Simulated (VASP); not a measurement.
Input for VASP

**KPOINTS**
```
Automatic mesh
0
Gamma
6 6 6
0 0 0
```

### POSCAR
```
Tl2Pd
1
   -3.3875196381     3.3875196381     2.9417831026
    3.3875196381    -3.3875196381     2.9417831026
    3.3875196381     3.3875196381    -2.9417831026
Pd Tl
2 4
Direct
  0.2500000000   0.2500000000   0.0000000000
  0.7500000000   0.7500000000   0.0000000000
  0.6659396258   0.1659396258   0.8318792515
  0.1659396258   0.3340603742   0.5000000000
  0.3340603742   0.8340603742   0.1681207485
  0.8340603742   0.6659396258   0.5000000000
```

**INCAR**
```
SYSTEM = Tl2Pd
PREC = Accurate; ENCUT = 400; LREAL = .FALSE.
LASPH = .TRUE.
EDIFF = 1E-6; NELM = 100; ALGO = Normal
LMAXMIX = 4; LMIXTAU = .TRUE.
ISMEAR = 1; SIGMA = 0.1
METAGGA = R2SCAN
IBRION = 2; NSW = 60; ISIF = 3
EDIFFG = -0.02
LWAVE = .FALSE.; LCHARG = .FALSE.
```

POTCAR, in this order: Pd Tl_d (PBE.64 set). Program: vasp_std.

**Question.** Write an equivalent input for Ansatz.

**Answer.** One equivalent input (not run):
Ansatz 0.2 input:
```yaml
crystal:
  lattice:
    - [-3.3875196, 3.3875196, 2.9417831]
    - [3.3875196, -3.3875196, 2.9417831]
    - [3.3875196, 3.3875196, -2.9417831]
  atoms:
    - { symbol: Pd, position: [0.2500000, 0.2500000, 0.0000000] }
    - { symbol: Pd, position: [0.7500000, 0.7500000, 0.0000000] }
    - { symbol: Tl, position: [0.6659396, 0.1659396, 0.8318793] }
    - { symbol: Tl, position: [0.1659396, 0.3340604, 0.5000000] }
    - { symbol: Tl, position: [0.3340604, 0.8340604, 0.1681207] }
    - { symbol: Tl, position: [0.8340604, 0.6659396, 0.5000000] }
kpoints:
  mp_grid: { grid: [6, 6, 6] }
hamiltonian:
  xc: r2scan
  pseudopotentials: { kind: paw }
scf:
  occupations: { method: methfessel_paxton, width: 0.1 }
  max_iter: 100
relax:
  max_steps: 60
  f_tol: 0.02
  cell: {}
output: { forces: true, stress: true, eigenvalues: true }
```
Limits of the translation: each code has its own PAW files, so the cut-off isn't converted (ENCUT is set for VASP's; basis.ecutwfc is left out, and Ansatz then takes the one that its files recommend); Ansatz stops its SCF on the density residual and VASP on the energy change (EDIFF).

The structure comes from a measured Tl2Pd entry (I4/mcm) of the Crystallography Open Database, whose conditions weren't checked. This run relaxes it. Symmetry was kept, so distortions that lower it aren't found. The start is the result of an earlier pass.
